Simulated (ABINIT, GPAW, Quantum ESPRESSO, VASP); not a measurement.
## ZrO2 (P4_2/nmc, 6 atoms in the cell) computed with different codes at matched settings

Self-consistent single point.

```xyz
6
Lattice="3.5634 0.0000 0.0000 0.0000 3.5634 0.0000 0.0000 0.0000 5.1719" Properties=species:S:1:pos:R:3 pbc="T T T"
Zr     0.0000     0.0000     0.0000
Zr     1.7817     1.7817     2.5859
O      0.0000     1.7817     1.5607
O      0.0000     1.7817     4.1466
O      1.7817     0.0000     1.0252
O      1.7817     0.0000     3.6111
```

All programs got the same cell, k-point mesh and kind of occupations (in ABINIT's words: ngkpt = 9 9 7; nshiftk = 1; shiftk = 0 0 0); potentials, basis and cutoffs are each program's usual ones.

```json
[
 {"code": "ABINIT", "model": "PBE, norm-conserving pseudopotentials (PseudoDojo nc-sr-05 PBE standard)", "pressure (GPa)": "11.24", "largest force (eV/Å)": "0.150", "gap on the mesh (eV)": "4.160", "cutoff": "42 Ha"},
 {"code": "VASP", "model": "PBE, VASP's PBE PAW potentials (set 64)", "pressure (GPa)": "6.14", "largest force (eV/Å)": "0.165", "gap on the mesh (eV)": "4.151", "cutoff": "400 eV"},
 {"code": "Quantum ESPRESSO", "model": "PBE, GBRV 1.5 ultrasoft (PBE) pseudopotentials", "pressure (GPa)": "11.84", "largest force (eV/Å)": "0.159", "gap on the mesh (eV)": "4.156", "cutoff": "40 Ry"},
 {"code": "GPAW", "model": "PBE, GPAW PAW datasets PBE (gpaw-data 1.0.1)", "pressure (GPa)": "–", "largest force (eV/Å)": "0.105", "gap on the mesh (eV)": "4.144", "cutoff": "900 eV"}
]
```

A dash marks a value that a program does not give, or that is left out as unsure.

Gaps are read on the mesh.

The spread over the programs that give each value: pressure within 5.70 GPa; largest force within 0.060 eV/Å; gap on the mesh within 0.016 eV.

The starting cell comes from a database of computed structures (which also holds hypothetical and non-ambient phases and stackings), without a prior relaxation at this level. Its lattice was rescaled by a random factor within 2.5 % of one. On ABINIT's run: In the base run, with a pressure of about 11 GPa the cell is away from its equilibrium volume at this level.

Task: Why do the programs differ, and what cannot be compared?

Result: Differences of this kind can come from the potentials, where these differ, and from what each basis and cutoff leave unconverged. The zero of total energies and Fermi levels follows the potentials and each program's conventions, so they are not compared here. The pressure of GPAW is left out: its cutoff lies under the one at which its stress was checked. In the pressure, VASP (by 5.10) lies more than 1 GPa from the median of the plane-wave programs.

VASP's run is marked for a possible Pulay error in its stress at this cutoff; no cutoff test was made.

VASP ran the fixed occupations as a Gaussian smearing of 0.01 eV.

Left out of this page: Ansatz, FLEUR and SIESTA (not drawn, or without a comparable value).
